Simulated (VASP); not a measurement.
An input for Ansatz (written as the equivalent of a VASP run, and not itself run):

Ansatz 0.2 input:
```yaml
crystal:
  lattice:
    - [0.0000000, 2.2134000, 2.2134000]
    - [2.2134000, 0.0000000, 2.2134000]
    - [2.2134000, 2.2134000, 0.0000000]
  atoms:
    - { symbol: Be, position: [0.2500000, 0.2500000, 0.2500000] }
    - { symbol: Be, position: [0.7500000, 0.7500000, 0.7500000] }
    - { symbol: C, position: [0.0000000, 0.0000000, 0.0000000] }
kpoints:
  mp_grid: { grid: [8, 8, 8] }
hamiltonian:
  xc: pbe
  pseudopotentials: { kind: paw }
scf:
  occupations: { method: gaussian, width: 0.05 }
  max_iter: 100
output: { forces: true, stress: true, eigenvalues: true }
```

Task: Translate this input to VASP (INCAR, KPOINTS, POSCAR, choice of POTCAR).

Result: One answer among several that fit: 
**KPOINTS**
```
Automatic mesh
0
Gamma
8 8 8
0 0 0
```

POSCAR:
```
Be2C
2.21340
  0.0000000000   1.0000000000   1.0000000000
  1.0000000000   0.0000000000   1.0000000000
  1.0000000000   1.0000000000   0.0000000000
Be C
2 1
Cart
  0.5000000000   0.5000000000   0.5000000000
  1.5000000000   1.5000000000   1.5000000000
  0.0000000000   0.0000000000   0.0000000000
```

INCAR:
```
# general
SYSTEM  =  Be2C
PREC    =  Accurate
ENCUT   =  520
LREAL   =  F
LASPH   =  T

# electronic loop
EDIFF   =  1E-6
NELM    =  100
ALGO    =  Normal

# smearing
ISMEAR  =  0
SIGMA   =  0.05

# functional
GGA     =  PE

# ions
ISIF    =  2

# output
LWAVE   =  F
LCHARG  =  F
```

POTCAR, in this order: Be C (PBE.64 set). Program: vasp_std.

What does not carry over: each code has its own PAW files, so the cut-off isn't converted (ENCUT is set for VASP's; basis.ecutwfc is left out, and Ansatz then takes the one that its files recommend); Ansatz stops its SCF on the density residual and VASP on the energy change (EDIFF).

The compound is Be2C in the antifluorite structure. The cell was not relaxed at this level.
